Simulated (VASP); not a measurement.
# LiYHg (P4/mmm) in VASP: further runs

The runs below take LiYHg through band structure, with r2SCAN.

Everything below comes from runs of VASP 6.6.1. Logs are shortened: lines on timing, memory, paths and dates and some standing lists are left out, and cuts for length are marked.

**1. Starting point**

Symmetry: P4/mmm, No. 123, tetragonal system. Conventional cell: a = 4.218 Å, b = 4.218 Å, c = 5.251 Å, α = 90.00°, β = 90.00°, γ = 90.00°. Li (site symmetry 4/mmm) is surrounded by 2 Hg at 2.63 Å. Y (site symmetry 4/mmm) has 4 Hg at 2.98 Å as nearest neighbours. Around Hg (site symmetry 4/mmm) lie 2 Li at 2.63 Å and 4 Y at 2.98 Å.

The cell was built by a generator and needn't be a form met in nature.

**2. Band structure, r2SCAN, spin-orbit coupling, no magnetisation**

Contents of INCAR:

```
PREC     = Accurate       # precision mode
ENCUT    = 520            # plane-wave cutoff, eV
EDIFF    = 1E-6           # SCF threshold, eV
ISMEAR   = -1             # smearing method
SIGMA    = 0.05           # smearing width, eV
LREAL    = F              # projectors in reciprocal space
LASPH    = T              # aspherical terms in the spheres
NELM     = 100            # most SCF steps
ALGO     = Normal         # electronic algorithm
ISIF     = 2              # what is computed and relaxed
LWAVE    = F              # write WAVECAR
LCHARG   = F              # write CHGCAR
MAGMOM   = 0 0 0 0 0 0 0 0 0 # initial moments
LORBIT   = 11             # projections on sites
LSORBIT  = T              # spin-orbit coupling
GGA_COMPAT= F            
LMAXMIX  = 4              # l up to which the mixer works
METAGGA  = R2SCAN         # meta-GGA
LMIXTAU  = T            
NBANDS   = 39             # bands
```

Contents of KPOINTS:

```
regular mesh
0
Gamma
  5 5 4
```

Contents of POSCAR:

```
LiYHg
1.0
    4.2179400000      0.0000000000      0.0000000000
    0.0000000000      4.2179400000      0.0000000000
    0.0000000000      0.0000000000      5.2510900000
Li Y Hg
1 1 1
Direct
    0.5000000000      0.5000000000      0.5000000000
    0.0000000000      0.0000000000      0.0000000000
    0.5000000000      0.5000000000      0.0000000000
```

Contents of KPOINTS_OPT:

```
path GXMGZRAZ,XR,MA
10
line-mode
reciprocal
 0.0000000000  0.0000000000  0.0000000000  G
 0.0000000000  0.5000000000  0.0000000000  X

 0.0000000000  0.5000000000  0.0000000000  X
 0.5000000000  0.5000000000  0.0000000000  M

 0.5000000000  0.5000000000  0.0000000000  M
 0.0000000000  0.0000000000  0.0000000000  G

 0.0000000000  0.0000000000  0.0000000000  G
 0.0000000000  0.0000000000  0.5000000000  Z

 0.0000000000  0.0000000000  0.5000000000  Z
 0.0000000000  0.5000000000  0.5000000000  R

 0.0000000000  0.5000000000  0.5000000000  R
 0.5000000000  0.5000000000  0.5000000000  A

 0.5000000000  0.5000000000  0.5000000000  A
 0.0000000000  0.0000000000  0.5000000000  Z

 0.0000000000  0.5000000000  0.0000000000  X
 0.0000000000  0.5000000000  0.5000000000  R

 0.5000000000  0.5000000000  0.0000000000  M
 0.5000000000  0.5000000000  0.5000000000  A
```

Potentials or basis: VASP PAW PBE potentials, release 64 (Li_sv, Y_sv, Hg).

Command:

```sh
$ cat potpaw_PBE.64/Li_sv/POTCAR potpaw_PBE.64/Y_sv/POTCAR potpaw_PBE.64/Hg/POTCAR > POTCAR
$ mpirun -np 1 vasp_ncl > vasp.out
```

OUTCAR:

```text
PREC = Accurate
   ENCUT = 520
   EDIFF = 1E-6
   ISMEAR = -1
   LREAL = F
   LASPH = T
   NELM = 100
   ISIF = 2
   LORBIT = 11
   LSORBIT = T
   METAGGA = R2SCAN

 ion  position               nearest neighbor table
   1  0.500  0.500  0.500-   3 2.63   3 2.63
   2  0.000  0.000  0.000-   3 2.98   3 2.98   3 2.98   3 2.98
   3  0.500  0.500  0.000-   1 2.63   1 2.63   2 2.98   2 2.98   2 2.98   2 2.98

  LATTYP: Found a simple tetragonal cell.
 ALAT       =     4.2179400000
 C/A-ratio  =     1.2449418436

  Lattice vectors:

 A1 = (   4.2179400000,   0.0000000000,   0.0000000000)
 A2 = (   0.0000000000,   4.2179400000,   0.0000000000)
 A3 = (   0.0000000000,   0.0000000000,   5.2510900000)

Analysis of symmetry for initial positions (statically):
=====================================================================
 Subroutine PRICEL returns:
 Original cell was already a primitive cell.

 Routine SETGRP: Setting up the symmetry group for a
 simple tetragonal supercell.

 Subroutine GETGRP returns: Found 16 space group operations
 (whereof 16 operations were pure point group operations)
 out of a pool of 16 trial point group operations.

The static configuration has the point symmetry D_4h.

Analysis of symmetry for dynamics (positions and initial velocities):
=====================================================================
 Subroutine PRICEL returns:
 Original cell was already a primitive cell.

 Routine SETGRP: Setting up the symmetry group for a
 simple tetragonal supercell.

 Subroutine GETGRP returns: Found 16 space group operations
 (whereof 16 operations were pure point group operations)
 out of a pool of 16 trial point group operations.

The dynamic configuration has the point symmetry D_4h.

Analysis of structural, dynamic, and magnetic symmetry:
=====================================================================
 Subroutine PRICEL returns:
 Original cell was already a primitive cell.

 Routine SETGRP: Setting up the symmetry group for a
 simple tetragonal supercell.
[... 903 lines left out ...]
  -------------------------------------------------------------------------------------
  Total       -0.6906722     -0.6906722     -0.1084898      0.0000000      0.0000000      0.0000000
  in kB      -11.8449240    -11.8449240     -1.8605842      0.0000000      0.0000000      0.0000000
  external PRESSURE =      -8.5168107 kB  Pullay stress =       0.0000000 kB

 VOLUME and BASIS-vectors are now :
 -----------------------------------------------------------------------------
  energy-cutoff  :      520.00
  volume of cell :       93.42
      direct lattice vectors                 reciprocal lattice vectors
     4.217940000  0.000000000  0.000000000     0.237082557  0.000000000  0.000000000
     0.000000000  4.217940000  0.000000000     0.000000000  0.237082557  0.000000000
     0.000000000  0.000000000  5.251090000     0.000000000  0.000000000  0.190436652

 POSITION                                       TOTAL-FORCE (eV/Angst)
 -----------------------------------------------------------------------------------
      2.10897      2.10897      2.62554         0.000000      0.000000      0.000000
      0.00000      0.00000      0.00000         0.000000      0.000000      0.000000
      2.10897      2.10897      0.00000         0.000000      0.000000      0.000000
 -----------------------------------------------------------------------------------
    total drift:                                0.000000     -0.000000      0.000000

  FREE ENERGIE OF THE ION-ELECTRON SYSTEM (eV)
  ---------------------------------------------------
  free  energy   TOTEN  =       -72.6032299172 eV

  energy  without entropy=      -72.5777750133  energy(sigma->0) =      -72.59050247

 Spin-Orbit-Coupling matrix elements

 Ion:    1  E_soc:      0.0000008
 l=   1
     0.0000000     0.0000002     0.0000000
     0.0000002     0.0000000     0.0000002
     0.0000000     0.0000002     0.0000000
 l=   2
     0.0000000     0.0000000     0.0000000     0.0000000     0.0000000
     0.0000000     0.0000000     0.0000000     0.0000000     0.0000000
     0.0000000     0.0000000     0.0000000     0.0000000     0.0000000
     0.0000000     0.0000000     0.0000000     0.0000000     0.0000000
     0.0000000     0.0000000     0.0000000     0.0000000     0.0000000
 l=   3
     0.0000000     0.0000000     0.0000000     0.0000000     0.0000000     0.0000000     0.0000000
     0.0000000     0.0000000     0.0000000     0.0000000     0.0000000     0.0000000     0.0000000
     0.0000000     0.0000000     0.0000000     0.0000000     0.0000000     0.0000000     0.0000000
     0.0000000     0.0000000     0.0000000     0.0000000     0.0000000     0.0000000     0.0000000
[... 29 lines left out ...]
 l=   2
     0.0000000    -0.0141937     0.0000000    -0.0141937    -0.0587965
    -0.0141937     0.0000000    -0.0419270    -0.0139572    -0.0139152
     0.0000000    -0.0419270     0.0000000    -0.0419270     0.0000000
    -0.0141937    -0.0139572    -0.0419270     0.0000000    -0.0139152
    -0.0587965    -0.0139152     0.0000000    -0.0139152     0.0000000
 l=   3
     0.0000000     0.0000000     0.0000000     0.0000000     0.0000000     0.0000000     0.0000000
     0.0000000     0.0000000     0.0000000     0.0000000     0.0000000     0.0000000     0.0000000
     0.0000000     0.0000000     0.0000000     0.0000000     0.0000000     0.0000000     0.0000000
     0.0000000     0.0000000     0.0000000     0.0000000     0.0000000     0.0000000     0.0000000
     0.0000000     0.0000000     0.0000000     0.0000000     0.0000000     0.0000000     0.0000000
     0.0000000     0.0000000     0.0000000     0.0000000     0.0000000     0.0000000     0.0000000
     0.0000000     0.0000000     0.0000000     0.0000000     0.0000000     0.0000000     0.0000000

 total charge

# of ion       s       p       d       f       tot
--------------------------------------------------
    1        2.018   0.013   0.000   0.000   2.032
    2        2.217   6.261   0.751   0.021   9.250
    3        0.968   0.540   9.177   0.000  10.685
--------------------------------------------------
tot          5.203   6.814   9.928   0.021  21.966

 magnetization (x)

# of ion       s       p       d       f       tot
--------------------------------------------------
    1        0.000  -0.000   0.000   0.000  -0.000
    2        0.000   0.000   0.000   0.000   0.000
    3        0.000   0.000   0.000   0.000   0.000
--------------------------------------------------
tot          0.000  -0.000   0.000   0.000   0.000

 magnetization (y)

# of ion       s       p       d       f       tot
--------------------------------------------------
    1        0.000   0.000   0.000   0.000   0.000
    2        0.000   0.000   0.000   0.000   0.000
    3        0.000   0.000   0.000   0.000   0.000
--------------------------------------------------
tot          0.000   0.000   0.000   0.000   0.000

 magnetization (z)

# of ion       s       p       d       f       tot
--------------------------------------------------
    1        0.000   0.000   0.000   0.000   0.000
    2       -0.000   0.000   0.000  -0.000  -0.000
    3        0.000   0.000   0.000   0.000   0.000
--------------------------------------------------
tot         -0.000   0.000   0.000  -0.000  -0.000
```

It took 23 min on 1 thread of Intel Xeon Platinum 8488C (Sapphire Rapids), shared host; peak memory 0.51 GiB.

Results:

```yaml
Free_energy: -72.6032 eV
Valence_electrons_inside_the_program's_atomic_spheres: Li 2.03; Y 9.25; Hg 10.69
```

Caveat: the cutoff is under 1.25 times the usual one of these potentials, so pressure, stress and relaxed cells hold a basis-set (Pulay) error; the PAW data sets were made with another functional, which shifts forces and pressure a little.

**3. Band structure, r2SCAN**

Contents of INCAR:

```
SYSTEM = LiYHg
PREC     = Normal         ! precision mode
ENCUT    = 600            ! plane-wave cutoff, eV
EDIFF    = 1E-6           ! SCF threshold, eV
ISMEAR   = -1             ! smearing method
SIGMA    = 0.05           ! smearing width, eV
LREAL    = .False.        ! projectors in reciprocal space
LASPH    = .True.         ! aspherical terms in the spheres
NELM     = 100            ! most SCF steps
ALGO     = Normal         ! electronic algorithm
ISIF     = 2              ! what is computed and relaxed
LWAVE    = .False.        ! write WAVECAR
LCHARG   = .False.        ! write CHGCAR
LMAXMIX  = 4              ! l up to which the mixer works
METAGGA  = R2SCAN         ! meta-GGA
LMIXTAU  = .True.       
NBANDS   = 20             ! bands
```

Contents of KPOINTS:

```
Automatic mesh
0
Gamma
  5 5 4
  0 0 0
```

POSCAR is that of step 2.

KPOINTS_OPT: that of step 2 with these lines changed.

```diff
@@ -1,3 +1,3 @@
 path GXMGZRAZ,XR,MA
-10
+20
 line-mode
```

Potentials or basis: VASP PAW PBE potentials, release 64 (Li_sv, Y_sv, Hg).

Command:

```sh
$ cat potpaw_PBE.64/Li_sv/POTCAR potpaw_PBE.64/Y_sv/POTCAR potpaw_PBE.64/Hg/POTCAR > POTCAR
$ mpirun -np 1 vasp_std > vasp.out
```

It took 6 min on 1 thread of Intel Xeon Platinum 8488C (Sapphire Rapids), shared host; peak memory 0.22 GiB.

Results (log left out):

| Quantity | Value |
| --- | --- |
| Free energy | -72.1516 eV |
| Pressure | -0.5 GPa |
| Band gap along the path | none (metal or under the smearing width) |

Stress tensor (GPa, compression positive):
```
-0.89  0.00  0.00
 0.00 -0.89  0.00
 0.00  0.00  0.34
```

Levels at the corners of the path, in eV from the Fermi level:
| point | band 9 | band 10 | band 11 | band 12 | band 13 | band 14 | band 15 | band 16 | band 17 | band 18 |
| --- | --- | --- | --- | --- | --- | --- | --- | --- | --- | --- |
| Γ | -7.79 | -7.79 | -6.89 | -0.32 | -0.19 | 1.10 | 2.49 | 2.49 | 2.96 | 2.96 |
| X | -7.85 | -7.76 | -5.26 | -2.85 | -0.61 | 0.05 | 0.39 | 2.41 | 3.18 | 3.77 |
| X | -7.85 | -7.76 | -5.26 | -2.85 | -0.61 | 0.05 | 0.39 | 2.41 | 3.18 | 3.77 |
| M | -7.91 | -7.75 | -5.38 | -0.75 | -0.75 | 0.77 | 1.56 | 1.56 | 1.89 | 3.53 |
| M | -7.91 | -7.75 | -5.38 | -0.75 | -0.75 | 0.77 | 1.56 | 1.56 | 1.89 | 3.53 |
| Γ | -7.79 | -7.79 | -6.89 | -0.32 | -0.19 | 1.10 | 2.49 | 2.49 | 2.96 | 2.96 |
| Γ | -7.79 | -7.79 | -6.89 | -0.32 | -0.19 | 1.10 | 2.49 | 2.49 | 2.96 | 2.96 |
| Z | -7.81 | -7.81 | -6.71 | -2.22 | 1.21 | 2.05 | 2.12 | 2.12 | 3.49 | 3.80 |
| Z | -7.81 | -7.81 | -6.71 | -2.22 | 1.21 | 2.05 | 2.12 | 2.12 | 3.49 | 3.80 |
| R | -7.87 | -7.78 | -5.15 | -2.26 | -1.53 | 0.16 | 0.54 | 2.18 | 2.21 | 3.23 |
| R | -7.87 | -7.78 | -5.15 | -2.26 | -1.53 | 0.16 | 0.54 | 2.18 | 2.21 | 3.23 |
| A | -7.95 | -7.75 | -5.38 | 0.06 | 0.06 | 0.46 | 0.46 | 1.42 | 2.46 | 3.06 |
| A | -7.95 | -7.75 | -5.38 | 0.06 | 0.06 | 0.46 | 0.46 | 1.42 | 2.46 | 3.06 |
| Z | -7.81 | -7.81 | -6.71 | -2.22 | 1.21 | 2.05 | 2.12 | 2.12 | 3.49 | 3.80 |
| X | -7.85 | -7.76 | -5.26 | -2.85 | -0.61 | 0.05 | 0.39 | 2.41 | 3.18 | 3.77 |
| R | -7.87 | -7.78 | -5.15 | -2.26 | -1.53 | 0.16 | 0.54 | 2.18 | 2.21 | 3.23 |
| M | -7.91 | -7.75 | -5.38 | -0.75 | -0.75 | 0.77 | 1.56 | 1.56 | 1.89 | 3.53 |
| A | -7.95 | -7.75 | -5.38 | 0.06 | 0.06 | 0.46 | 0.46 | 1.42 | 2.46 | 3.06 |

Caveat: the cutoff is under 1.25 times the usual one of these potentials, so pressure, stress and relaxed cells hold a basis-set (Pulay) error; the PAW data sets were made with another functional, which shifts forces and pressure a little; spin-orbit coupling is left out, which moves the levels of the heavy elements.
